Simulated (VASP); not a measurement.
Energy against volume of Ag (fcc). These are revPBE GGA, VASP's PBE PAW potentials (set 64) (plane waves; VASP) values and carry that method's errors.

```
V (Å³/atom)  E (eV/atom)
-----------  -----------
17.287          -2.27221
17.839          -2.28682
18.391          -2.29153
18.943          -2.28857
19.494          -2.27930
```

Task: Fit a third-order Birch-Murnaghan equation of state.

Result: 
```json
{
  "volume_per_atom": "18.43 Å^3/atom",
  "bulk_modulus": "742 kbar",
  "pressure_derivative_of_the_bulk_modulus": "6.67",
  "lattice_constant_a": "4.193 Å"
}
```

Measured: bulk modulus 110 GPa at 0 K (computed value off by -32.5 %), as given by H. Levämäki et al., Physical Review B (2014), arXiv:1402.3671 [corrected for temperature and zero-point phonon effects]; a 4.062 Å at 0 K (computed value off by +3.2 %), as given by Daniel Mejia-Rodriguez et al., Physical Review B (2018), arXiv:1807.09216 [static lattice: zero-point anharmonic expansion removed].

The compound is Ag in the fcc structure. It was relaxed first, which changed the volume by +8 %.
